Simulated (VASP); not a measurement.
OSZICAR of a VASP run on Li (bcc):

**OSZICAR**
```
       N       E                     dE             d eps       ncg     rms          rms(c)
DAV:   1     0.364783287777E+00    0.36478E+00   -0.68085E+02   845   0.405E+02
DAV:   2    -0.185873607523E+01   -0.22235E+01   -0.21413E+01  1200   0.571E+01
DAV:   3    -0.194817737498E+01   -0.89441E-01   -0.88383E-01  1065   0.814E+00
DAV:   4    -0.195059647949E+01   -0.24191E-02   -0.24191E-02  1120   0.118E+00
DAV:   5    -0.195062308018E+01   -0.26601E-04   -0.26601E-04  1045   0.111E-01    0.367E-01
DAV:   6    -0.195590321411E+01   -0.52801E-02   -0.13133E-03  1165   0.294E-01    0.156E-01
DAV:   7    -0.195545984549E+01    0.44337E-03   -0.58105E-04  1605   0.186E-01    0.166E-02
DAV:   8    -0.195546257505E+01   -0.27296E-05   -0.33878E-05  1295   0.437E-02    0.171E-02
DAV:   9    -0.195545656090E+01    0.60142E-05   -0.28152E-06  1385   0.149E-02    0.126E-03
DAV:  10    -0.195545647450E+01    0.86401E-07   -0.55512E-07   560   0.628E-03
   1 F= -.19554565E+01 E0= -.19551579E+01  d E =-.597096E-03
```

**Question.** Which electronic solver shows in the log?

**Answer.** It is blocked Davidson (ALGO = Normal, or the opening steps of other solvers). The INCAR had ALGO = Normal.

**Question.** Can the final energy be trusted as converged?

**Answer.** The run converged. It stopped with EDIFF = 1E-6, NELM = 100 (PBE GGA, plane waves, VASP's PBE PAW potentials (set 64)). The cell is charged, with a uniform compensating background.

The compound is Li in the bcc structure. The cell was not relaxed at this level. The run is one of a series of settings (ISMEAR = 0, NELECT = 2.9, SIGMA = 0.05 against the base run), some of them coarse on purpose.
